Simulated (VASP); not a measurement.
Given:

```yaml
crystal:
  lattice:
    - [4.53949, 0.00000, 0.00000]
    - [-2.26974, 3.93131, 0.00000]
    - [0.00000, 0.00000, 14.17225]
  atoms:
    - { symbol: Pb, position: [0.66667, 0.33333, 0.50008] }
    - { symbol: Pb, position: [0.33333, 0.66667, 0.00008] }
    - { symbol: I, position: [0.66667, 0.33333, 0.86838] }
    - { symbol: I, position: [0.33333, 0.66667, 0.36838] }
    - { symbol: I, position: [0.00000, 0.00000, 0.13155] }
    - { symbol: I, position: [0.00000, 0.00000, 0.63155] }
```

These are PBEsol GGA with spin-orbit coupling, VASP's PBE PAW potentials (set 64) (plane waves; VASP 6.6.1) values and carry that method's errors. Numerical set-up: 400 eV cut-off, 5×5×2 Γ-centred mesh, Gaussian smearing of 0.050 eV, potentials Pb_d I.

Predict the energy per atom (σ→0), band gap (over mesh and band path) with the smallest direct gap where there is one.

```json
{
 "band gap (over mesh and band path)": "1.51 eV",
 "smallest direct gap (over mesh and band path)": "1.51 eV",
 "energy per atom (σ→0)": "-3.335 eV/atom"
}
```

The structure comes from a computed database's PbI2 entry (P6_3mc); how it stands against other phases isn't given here. It was relaxed first, which changed the volume by -6 %.
